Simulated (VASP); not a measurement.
An input for Ansatz (written as the equivalent of a VASP run, and not itself run):

Ansatz 0.2 input:
```yaml
crystal:
  lattice:
    - [0.0000000, 2.0705759, 2.0705759]
    - [2.0705759, 0.0000000, 2.0705759]
    - [2.0705759, 2.0705759, 0.0000000]
  atoms:
    - { symbol: Ag, position: [0.0000000, 0.0000000, 0.0000000] }
kpoints:
  mp_grid: { grid: [14, 14, 14] }
hamiltonian:
  xc: pbe
  pseudopotentials: { kind: paw }
scf:
  occupations: { method: methfessel_paxton, width: 0.1 }
  max_iter: 100
relax:
  max_steps: 40
  f_tol: 0.01
  cell: { p_target: 20 }
output: { forces: true, stress: true, eigenvalues: true }
```

Question: Translate this input to VASP (INCAR, KPOINTS, POSCAR, choice of POTCAR).

Answer: One answer among several that fit: 
### KPOINTS
```
Regular mesh
0
Gamma
 14 14 14
0 0 0
```

### POSCAR
```
Ag
1.0
  0.0000000000   2.0705759246   2.0705759246
  2.0705759246   0.0000000000   2.0705759246
  2.0705759246   2.0705759246   0.0000000000
Ag
1
Direct
  0.0000000000   0.0000000000   0.0000000000
```

### INCAR
```
SYSTEM  =  Ag
PREC  =  Accurate; ENCUT  =  480; LREAL  =  .False.
LASPH  =  .True.
EDIFF  =  1E-7; NELM  =  100; ALGO  =  Normal
LMAXMIX  =  4
ISMEAR  =  1; SIGMA  =  0.1
GGA  =  PE
IBRION  =  2; NSW  =  40; ISIF  =  3
EDIFFG  =  -0.01; PSTRESS  =  200
LWAVE  =  .False.; LCHARG  =  .False.
```

POTCAR, in this order: Ag (PBE.64 set). Program: vasp_std.

Limits of the translation: each code has its own PAW files, so the cut-off isn't converted (ENCUT is set for VASP's; basis.ecutwfc is left out, and Ansatz then takes the one that its files recommend); Ansatz stops its SCF on the density residual and VASP on the energy change (EDIFF).

The compound is Ag in the fcc structure. This run relaxes it under an external pressure of 20 GPa. Symmetry was kept, so distortions that lower it aren't found.
